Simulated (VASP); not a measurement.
# TiC (rock salt): computed properties

Computed with LDA (Ceperley-Alder, Perdew-Zunger), VASP's LDA PAW potentials (set 64) (plane waves; VASP).

For TiC, the space group is Fm-3m (225), the cell comes out as a = b = c = 4.2642 Å, α = β = γ = 90.00° and the volume per atom is 9.69 Å^3/atom. The band gap (over mesh and band path) is none (metal, semimetal or under 0.01 eV) and the density is 5.13 g/cm³.

Space group Fm-3m (No. 225); a = 4.2642 Å, b = 4.2642 Å, c = 4.2642 Å, α = 90.00°, β = 90.00°, γ = 90.00°

```csv
atom,site,symmetry,x,y,z
Ti,4a,m-3m,0.0000,0.0000,0.0000
C,4b,m-3m,0.5000,0.5000,0.5000
```
(The calculation used a cell of 2 atoms; values per cell refer to that cell.)

Measured: a 4.330 Å (computed value off by -1.5 %), as given by Guo-Xu Zhang et al., New Journal of Physics (2018), doi:10.1088/1367-2630/aac7f0. The calculation is for a static lattice, while the measured a holds thermal and zero-point effects, which are part of the difference.

The compound is TiC in the rock salt structure. It was relaxed first. Symmetry was kept, so distortions that lower it aren't found.
